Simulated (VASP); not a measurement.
Crystal: Hf.

```xyz
2
Lattice="3.1967 0.0000 0.0000 -1.5983 2.7684 0.0000 0.0000 0.0000 5.0578" Properties=species:S:1:pos:R:3 pbc="T T T"
Hf    0.0000    1.8456    1.2645
Hf    1.5984    0.9228    3.7934
```

| Item | Value |
| --- | --- |
| Program | VASP 6.6.1 |
| Task | relaxation of cell and atoms |
| Functional | PBEsol |
| Potentials or basis | VASP PAW PBE potentials, release 64 (Hf_pv) |
| Cutoff | 600 eV |
| k mesh | 18 × 18 × 9 |
| Occupations | methfessel-paxton, width 0.1 eV |
| Spin | no spin polarisation |

At the start: pressure -4.1 GPa; volume 22.38 Å³/atom.

How do energy, volume and symmetry change on relaxing?

Over 3 steps the energy falls by 11.2 meV/atom and the volume is 21.55 Å³/atom (-3.7 %); space group P6_3/mmc (No. 194, to 0.05 Å).

Step by step:
| step | energy change (eV) | largest force (eV/Å) | pressure (GPa) | volume (Å³) |
| --- | --- | --- | --- | --- |
| 1 | 0.0000 | 0.0000 | -4.13 | 44.76 |
| 2 | 0.0117 | 0.0000 | 5.79 | 41.13 |
| 3 | -0.0224 | 0.0000 | -0.04 | 43.09 |

Final structure:
```
Hf
1.0
     3.15782    0.00000    0.00000
    -1.57891    2.73475    0.00000
     0.00000    0.00000    4.99013
Hf
2
Direct
  0.33333 0.66667 0.25000
  0.66667 0.33333 0.75000
```

Caveat: the PAW data sets were made with another functional, which shifts forces and pressure a little.
